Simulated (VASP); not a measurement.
# ZrC (Fm-3m): a series in biaxial strain in the (001) plane

How do stress and energy of ZrC follow biaxial strain in the (001) plane?

Calculated with VASP 6.6.1; PBEsol; plane waves and PAW (Zr_sv, C); cell typed or built by script, in the first sound run; inputs show where later runs differ.

## 1. The structure

Symmetry: Fm-3m, No. 225, cubic system. The conventional cell has a = 4.700 Å, b = 4.700 Å, c = 4.700 Å, α = 90.00°, β = 90.00°, γ = 90.00°. Zr has 6 C at 2.35 Å nearest. Nearest to C lie 6 Zr at 2.35 Å. Farther neighbours are not listed.

Coordinates:

```
Zr C
1.0
     0.00000    2.35000    2.35000
     2.35000    0.00000    2.35000
     2.35000    2.35000    0.00000
Zr C
1 1
Direct
  0.00000 0.00000 0.00000
  0.50000 0.50000 0.50000
```

## 2. Relax the crystal, PBEsol

The series starts from the cell that this level prefers, so that zero strain is near zero stress.

This step took 2 runs in a row; the last is shown.

Level: PBEsol; plane waves and PAW (Zr_sv, C); cell typed or built by script.

The input, INCAR:

```
SYSTEM = ZrC
PREC = Accurate
ENCUT = 600
EDIFF = 1E-07
NELM = 120
ISMEAR = 1
SIGMA = 0.15
LREAL = .FALSE.
ALGO = Normal
GGA = PS
NBANDS = 14
LASPH = .TRUE.
LORBIT = 11
LWAVE = .FALSE.
LCHARG = .FALSE.
KPAR = 8
IBRION = 2
NSW = 40
ISIF = 3
EDIFFG = -0.005
POTIM = 0.4
```

The input, POSCAR:

```
ZrC
1.0
    0.0000000000      2.3355427482      2.3355427482
    2.3355427482      0.0000000000      2.3355427482
    2.3355427482      2.3355427482      0.0000000000
Zr C
1 1
Direct
    0.0000000000      0.0000000000      0.0000000000
    0.5000000000      0.5000000000      0.5000000000
```

The input, KPOINTS:

```
Automatic mesh
0
Gamma
18 18 18
0 0 0
```

Potentials, in the order of the species: Zr_sv and C (PBE family, release 64).

On the command line:

```
> mpirun -np 8 vasp_std
```

Output:

```text
[banner, memory and clock lines left out]
running    8 mpi-ranks, on    1 nodes
[...]
|                                                                             |
|           W    W    AA    RRRRR   N    N  II  N    N   GGGG   !!!           |
|           W    W   A  A   R    R  NN   N  II  NN   N  G    G  !!!           |
|           W    W  A    A  R    R  N N  N  II  N N  N  G       !!!           |
|           W WW W  AAAAAA  RRRRR   N  N N  II  N  N N  G  GGG   !            |
|           WW  WW  A    A  R   R   N   NN  II  N   NN  G    G                |
|           W    W  A    A  R    R  N    N  II  N    N   GGGG   !!!           |
|                                                                             |
|     For optimal performance we recommend to set                             |
|       NCORE = 2 up to number-of-cores-per-socket                            |
|     NCORE specifies how many cores store one orbital (NPAR=cpu/NCORE).      |
|     This setting can greatly improve the performance of VASP for DFT.       |
[...]
|     You enforced a specific xc type in the INCAR file but a different       |
|     [... a line on the potential file left out ...]
|     I HOPE YOU KNOW WHAT YOU ARE DOING!                                     |
|                                                                             |

 LDA part: xc-table for (Slater+PW92), standard interpolation
 POSCAR, INCAR and KPOINTS ok, starting setup
[...]
entering main loop
       N       E                     dE             d eps       ncg     rms          rms(c)
DAV:   1     0.115064087520E+03    0.11506E+03   -0.95762E+03  5460   0.129E+03
DAV:   2    -0.183220030628E+02   -0.13339E+03   -0.12459E+03  6774   0.318E+02
DAV:   3    -0.236319696982E+02   -0.53100E+01   -0.52558E+01  7924   0.565E+01
DAV:   4    -0.237806437022E+02   -0.14867E+00   -0.14861E+00  6756   0.832E+00
[...]
DAV:  12    -0.205737011834E+02    0.33309E-05   -0.16614E-05  7296   0.294E-02    0.107E-02
DAV:  13    -0.205737007238E+02    0.45965E-06   -0.11525E-06  6642   0.779E-03    0.438E-03
DAV:  14    -0.205737006589E+02    0.64878E-07   -0.63516E-08  3828   0.184E-03
   1 F= -.20573701E+02 E0= -.20573610E+02  d E =-.205737E+02
[...]
reached required accuracy - stopping structural energy minimisation
```

Elapsed: 34 s, on 8 MPI ranks of AMD EPYC 7R43, shared host; peak memory 1.6 GiB.

Lines that name or quote the potential files are left out of all logs, and their timing lines are given in words.

Parts of OUTCAR (step 2):

```text
  Total       -0.0018072     -0.0018072     -0.0018072      0.0000000      0.0000000     -0.0000000
  in kB       -0.1136358     -0.1136358     -0.1136358      0.0000000      0.0000000     -0.0000000
  external PRESSURE =      -0.1136358 kB  Pullay stress =       0.0000000 kB

 POSITION                                       TOTAL-FORCE (eV/Angst)
 -----------------------------------------------------------------------------------
      0.00000      0.00000      0.00000         0.000000     -0.000000      0.000000
      2.33554      2.33554      2.33554        -0.000000      0.000000     -0.000000
 -----------------------------------------------------------------------------------
    total drift:                                0.000000      0.000000      0.000000

  FREE ENERGIE OF THE ION-ELECTRON SYSTEM (eV)
  ---------------------------------------------------
  free  energy   TOTEN  =       -20.5737006589 eV

  energy  without entropy=      -20.5734298943  energy(sigma->0) =      -20.57361040

 reached required accuracy - stopping structural energy minimisation

[... 3 further parts left out ...]
[key lines of the parts left out:]
E-fermi :   9.7174
```

Numbers from this step:

| Quantity | Value |
| --- | --- |
| energy(sigma→0) of the program | -20.5736 eV |
| stress, compression positive | xx, yy, zz -0.01, -0.01, -0.01 GPa |
| volume | 25.480 Å³ |
| ionic steps | 1 |

## 3. Strain along the normal, PBEsol

One member in full: the plane is strained by 1 %, and the strain along the normal is moved by secant steps until the normal stress is under 0.012 GPa or five steps are spent; the atoms relax at each step.

This step took 4 runs, each at a new trial strain with the atoms of the one before; the last is shown.

Level: PBEsol; plane waves and PAW (Zr_sv, C); cell typed or built by script.

Edit INCAR of step 2 so:

```diff
@@ -15,7 +15,7 @@
 LCHARG = .FALSE.
-KPAR = 8
-IBRION = 2
-NSW = 40
-ISIF = 3
-EDIFFG = -0.005
-POTIM = 0.4
+KPAR = 2
+IBRION = 1
+NSW = 25
+ISIF = 2
+EDIFFG = -0.004
+POTIM = 0.3
```

The input, POSCAR:

```
ZrC
1.0
    0.0000000000      2.3588981760      2.3255665220
    2.3588981760      0.0000000000      2.3255665220
    2.3588981760      2.3588981760      0.0000000000
Zr C
1 1
Direct
    0.0000000000      0.0000000000      0.0000000000
    0.5000000000      0.5000000000      0.5000000000
```

KPOINTS is that of step 2.

On the command line:

```
> mpirun -np 2 vasp_std
```

Output:

```text
[banner, memory and clock lines left out]
running    2 mpi-ranks, on    1 nodes
[...]
[... a notice as in an earlier step ...]

 LDA part: xc-table for (Slater+PW92), standard interpolation
 POSCAR, INCAR and KPOINTS ok, starting setup
[...]
entering main loop
       N       E                     dE             d eps       ncg     rms          rms(c)
DAV:   1     0.114111155942E+03    0.11411E+03   -0.95957E+03 13440   0.130E+03
DAV:   2    -0.183652581098E+02   -0.13248E+03   -0.12335E+03 16712   0.315E+02
DAV:   3    -0.236687833907E+02   -0.53035E+01   -0.52474E+01 19934   0.560E+01
DAV:   4    -0.237933113336E+02   -0.12453E+00   -0.12447E+00 16584   0.775E+00
[...]
DAV:  12    -0.205655193449E+02    0.32852E-05   -0.16511E-05 18046   0.294E-02    0.968E-03
DAV:  13    -0.205655189566E+02    0.38829E-06   -0.10256E-06 16560   0.738E-03    0.378E-03
DAV:  14    -0.205655188928E+02    0.63851E-07   -0.55169E-08  9258   0.173E-03
   1 F= -.20565519E+02 E0= -.20565446E+02  d E =-.205655E+02
 BRION: g(F)=  0.145E-60 g(S)=  0.000E+00
 reached required accuracy - stopping structural energy minimisation
```

Run time: 3.6 min. Hardware: 2 MPI ranks; peak memory 0.58 GiB; 7.1 min of CPU time.

OUTCAR, selected parts (step 3):

```text
  Total       -0.8464439     -0.8464439      0.0000818      0.0000000     -0.0000000      0.0000000
  in kB      -52.4000418    -52.4000418      0.0050639      0.0000000     -0.0000000      0.0000000
  external PRESSURE =     -34.9316733 kB  Pullay stress =       0.0000000 kB

 POSITION                                       TOTAL-FORCE (eV/Angst)
 -----------------------------------------------------------------------------------
      0.00000      0.00000      0.00000         0.000000     -0.000000      0.000000
      2.35890      2.35890      2.32557        -0.000000      0.000000     -0.000000
 -----------------------------------------------------------------------------------
    total drift:                                0.000000      0.000000      0.000000

  FREE ENERGIE OF THE ION-ELECTRON SYSTEM (eV)
  ---------------------------------------------------
  free  energy   TOTEN  =       -20.5655188928 eV

  energy  without entropy=      -20.5653015706  energy(sigma->0) =      -20.56544645

[... 1 part as in an earlier step ...]

[... 3 further parts left out ...]
[key lines of the parts left out:]
E-fermi :   9.5367
```

Numbers from this step:

```
energy(sigma→0) of the program : -20.5654 eV
stress, compression positive   : xx, yy, zz -5.24, -5.24, 0.00 GPa
ionic steps                    : 1
```

## 4. All members

The other members went through these steps as far as the tables show, with the same cutoff and, step by step, the same mesh; 31 runs are not shown. The session took 3.5 core hours (wall time by ranks) on a shared machine.

```
in-plane strain (%)  strain along the normal (%)  in-plane stress, tension positive (GPa)  energy above the unstrained row, extrapolated to no smearing (meV/atom)
             -2.000                        0.882                                  -12.460                                                                   19.213
             -1.500                        0.659                                   -9.064                                                                   10.677
             -1.000                        0.437                                   -5.862                                                                    4.720
             -0.500                        0.217                                   -2.840                                                                    1.203
                  0                        0.000                                    0.011                                                                    0.000
              0.500                       -0.215                                    2.701                                                                    0.996
              1.000                       -0.427                                    5.240                                                                    4.082
              1.500                       -0.633                                        ?                                                                        ?
              2.000                       -0.835                                    9.898                                                                   16.102
```

## 5. Stress from the known rows

A least-squares parabola through the 8 rows shown, with e the strain in %: stress = − 0.3226 e² + 5.578 e + 0.01287 (GPa), r.m.s. residual 0.021 GPa.

At e = 1.5 this predicts 7.654 GPa.

## 6. The withheld row

The calculation gives 7.638 GPa, so the prediction is 0.016 GPa too high, within twice the residual of the fit.

Slopes at zero strain, from cubics through all rows: strain ratio -0.433, stress over strain 554 GPa.

## 7. Summary of results

```yaml
error_of_the_predicted_stress: 0.016 GPa
ratio_of_normal_to_in_plane_strain: -0.433
biaxial_modulus: 554 GPa
```

**Reading.** As a check, the curvature of the energy gives 553 GPa for the same modulus (energy per volume = M × strain²), 0 % from the slope of the stress. The energy also has a linear term worth 0.10 GPa that the stress column lacks, a mark of the finite basis or of the smearing. These are static values: temperature and zero-point motion are left out. In a metal the slopes also depend on mesh and smearing, which were held through the series.

[Lines on the potential files, build, host, timing and source positions are cut from VASP's logs without a mark.]

[Logs are printed without paths, hosts, clocks, repeated set-up lines and the standing remarks that a program may print on its own settings, such as how far it seeks lower states.]

[Hosts, paths, dates, database ids (printed as entryN), source tags and the programs' standing remarks are cut or masked in the printed files.]

[In band tables of VASP the shares of atoms and orbitals are scaled to a sum of 1 inside the atoms' spheres.]
